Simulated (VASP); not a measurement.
Calculation: AM05 GGA, VASP's PBE PAW potentials (set 64) (plane waves; VASP).

The input files of a VASP run:

### KPOINTS
```
Automatic mesh
0
Gamma
14 14 13
0 0 0
```

POSCAR:
```
WC
1.0
  1.4183043966  -2.4565753478   0.0000000000
  1.4183043966   2.4565753478   0.0000000000
  0.0000000000   0.0000000000   2.7663540096
W C
1 1
Cart
  0.0000000000   0.0000000000   0.0000000000
  1.4183043966   0.8188600870   1.3831770048
```

**INCAR**
```
ALGO = Normal
EDIFF = 1E-7
EDIFFG = -0.01
ENCUT = 520
GGA = AM
IBRION = 2
ISIF = 4
ISMEAR = 1
LASPH = .True.
LCHARG = .False.
LMAXMIX = 6
LREAL = .False.
LWAVE = .False.
NELM = 100
NSW = 30
PREC = Accurate
SIGMA = 0.1
SYSTEM = WC
```

POTCAR, in this order: W_sv C (PBE.64 set). Program: vasp_std.

What VASP printed:

File OSZICAR:
```
       N       E                     dE             d eps       ncg     rms          rms(c)
DAV:   1     0.112927943938E+03    0.11293E+03   -0.98902E+03  4368   0.156E+03
DAV:   2    -0.222276758851E+02   -0.13516E+03   -0.13157E+03  4983   0.389E+02
DAV:   3    -0.261472428479E+02   -0.39196E+01   -0.38877E+01  5369   0.614E+01
DAV:   4    -0.261809692869E+02   -0.33726E-01   -0.33717E-01  4773   0.603E+00
DAV:   5    -0.261812132533E+02   -0.24397E-03   -0.24396E-03  5143   0.531E-01    0.383E+01
DAV:   6    -0.234766416233E+02    0.27046E+01   -0.77756E+00  4918   0.299E+01    0.118E+01
DAV:   7    -0.234186973262E+02    0.57944E-01   -0.28355E-01  4523   0.500E+00    0.718E+00
DAV:   8    -0.233888903436E+02    0.29807E-01   -0.47244E-02  4888   0.189E+00    0.833E-01
DAV:   9    -0.233880995354E+02    0.79081E-03   -0.29808E-03  4648   0.389E-01    0.125E-01
DAV:  10    -0.233880151378E+02    0.84398E-04   -0.21106E-04  4858   0.204E-01    0.552E-02
DAV:  11    -0.233880139829E+02    0.11549E-05   -0.16029E-05  4968   0.389E-02    0.832E-03
DAV:  12    -0.233880134533E+02    0.52967E-06   -0.25565E-06  4763   0.147E-02    0.244E-03
DAV:  13    -0.233880134682E+02   -0.14884E-07   -0.59620E-08  2539   0.285E-03
   1 F= -.23388013E+02 E0= -.23387969E+02  d E =-.233880E+02
       N       E                     dE             d eps       ncg     rms          rms(c)
DAV:   1    -0.234122291269E+02   -0.24216E-01   -0.87588E-01  4388   0.114E+01    0.796E-01
DAV:   2    -0.233930754834E+02    0.19154E-01   -0.38658E-02  4598   0.201E+00    0.419E-01
DAV:   3    -0.233864466633E+02    0.66288E-02   -0.12562E-02  4673   0.106E+00    0.141E-01
DAV:   4    -0.233863425500E+02    0.10411E-03   -0.62351E-04  4773   0.244E-01    0.710E-02
DAV:   5    -0.233863327625E+02    0.97875E-05   -0.42576E-05  4618   0.654E-02    0.121E-02
DAV:   6    -0.233863317992E+02    0.96322E-06   -0.52670E-06  4878   0.234E-02    0.423E-03
DAV:   7    -0.233863316655E+02    0.13370E-06   -0.33849E-07  4461   0.611E-03    0.542E-04
DAV:   8    -0.233863316704E+02   -0.48176E-08   -0.88525E-09  2214   0.960E-04
   2 F= -.23386332E+02 E0= -.23386319E+02  d E =0.168180E-02
       N       E                     dE             d eps       ncg     rms          rms(c)
DAV:   1    -0.233986527539E+02   -0.12321E-01   -0.31069E-01  4388   0.676E+00    0.477E-01
DAV:   2    -0.233917768667E+02    0.68759E-02   -0.13618E-02  4603   0.119E+00    0.248E-01
DAV:   3    -0.233894979871E+02    0.22789E-02   -0.43761E-03  4673   0.627E-01    0.878E-02
DAV:   4    -0.233894623946E+02    0.35593E-04   -0.20822E-04  4763   0.143E-01    0.430E-02
DAV:   5    -0.233894574291E+02    0.49654E-05   -0.15792E-05  4658   0.403E-02    0.759E-03
DAV:   6    -0.233894569356E+02    0.49351E-06   -0.17168E-06  4838   0.138E-02    0.262E-03
DAV:   7    -0.233894569081E+02    0.27529E-07   -0.74776E-08  2529   0.305E-03
   3 F= -.23389457E+02 E0= -.23389408E+02  d E =-.144344E-02
```

File OUTCAR:
```
------------------------ aborting loop because EDIFF is reached ----------------------------------------
  FORCE on cell =-STRESS in cart. coord.  units (eV):
  Direction    XX          YY          ZZ          XY          YZ          ZX
  --------------------------------------------------------------------------------------
  Total        3.5028184      3.5028187      3.5048411      0.0000000      0.0000000      0.0000000
  in kB      291.1326548    291.1326731    291.3007611      0.0000000      0.0000000      0.0000000
  external PRESSURE =     291.1886964 kB  Pullay stress =       0.0000000 kB
  volume of cell :       19.28
      direct lattice vectors                 reciprocal lattice vectors
     1.415237004 -2.451262472  0.000000000     0.353297715 -0.203976525  0.000000000
     1.415237004  2.451262472 -0.000000000     0.353297715  0.203976525  0.000000000
    -0.000000000  0.000000000  2.778358623     0.000000000  0.000000000  0.359924738
 POSITION                                       TOTAL-FORCE (eV/Angst)
 -----------------------------------------------------------------------------------
      0.00000     -0.00000      0.00000        -0.000000      0.000000      0.000000
      1.41524      0.81709      1.38918         0.000000     -0.000000      0.000000
 -----------------------------------------------------------------------------------
    total drift:                                0.000000     -0.000363      0.000000
  FREE ENERGIE OF THE ION-ELECTRON SYSTEM (eV)
  ---------------------------------------------------
  free  energy   TOTEN  =       -23.3894569081 eV

  energy  without entropy=      -23.3893107056  energy(sigma->0) =      -23.38940817

 reached required accuracy - stopping structural energy minimisation
```
(Selected blocks of OUTCAR.)

File CONTCAR:
```
WC
   1.00000000000000
     1.4152370037798485   -2.4512624720970706    0.0000000000000000
     1.4152370037798485    2.4512624720970706   -0.0000000000000000
    -0.0000000000000000    0.0000000000000000    2.7783586228453889
  W               C
     1     1
Direct
     0.0000000000000000    0.0000000000000000    0.0000000000000000
     0.3333330000000032    0.6666669999999968    0.5000000000000000
```

**OUTCAR**
```
 val. band max:       11.9213484988   @ k =   0.0714   0.0714   0.3846

 cond. band min:      12.0509938800   @ k =   0.1429   0.0000   0.4615


 Fermi energy:        12.0292456724

 k-point     1 :       0.0000    0.0000    0.0000
  band No.  band energies     occupation
      1     -61.8263      2.00000
      2     -25.8066      2.00000
      3     -25.6457      2.00000
      4     -25.6457      2.00000
      5      -2.9944      2.00000
      6       7.2093      2.00000
      7       8.3920      2.00000
      8       8.3920      2.00000
      9      12.0828      0.22173
     10      15.5700      0.00000
     11      15.5700      0.00000
     12      18.0593      0.00000
     13      18.0593      0.00000

 k-point     2 :       0.0714    0.0000    0.0000
  band No.  band energies     occupation
      1     -61.8222      2.00000
      2     -25.7991      2.00000
      3     -25.7030      2.00000
      4     -25.6584      2.00000
      5      -2.8441      2.00000
      6       7.2657      2.00000
      7       8.1904      2.00000
      8       8.5328      2.00000
      9      11.6425      2.00000
     10      15.5129      0.00000
     11      16.0525      0.00000
     12      17.7650      0.00000
     13      17.9551      0.00000

 k-point     3 :       0.1429    0.0000    0.0000
  band No.  band energies     occupation
      1     -61.8105      2.00000
      2     -25.8610      2.00000
      3     -25.7781      2.00000
      4     -25.6939      2.00000
      5      -2.4145      2.00000
      6       7.1095      2.00000
      7       8.0171      2.00000
      8       8.9368      2.00000
      9      10.7552      2.00000
     10      15.3571      0.00000
     11      17.0327      0.00000
     12      17.0371      0.00000
     13      17.6926      0.00000

 k-point     4 :       0.2143    0.0000    0.0000
  band No.  band energies     occupation
      1     -61.7935      2.00000
      2     -26.0833      2.00000
      3     -25.7476      2.00000
...
```

Unless said otherwise, spin-orbit coupling is left out, though it shifts the bands of the heavy elements here.

The compound is WC in the wc structure. This cell is one point of a volume scan, at 0.94 of the reference volume. Symmetry was kept, so distortions that lower it aren't found.
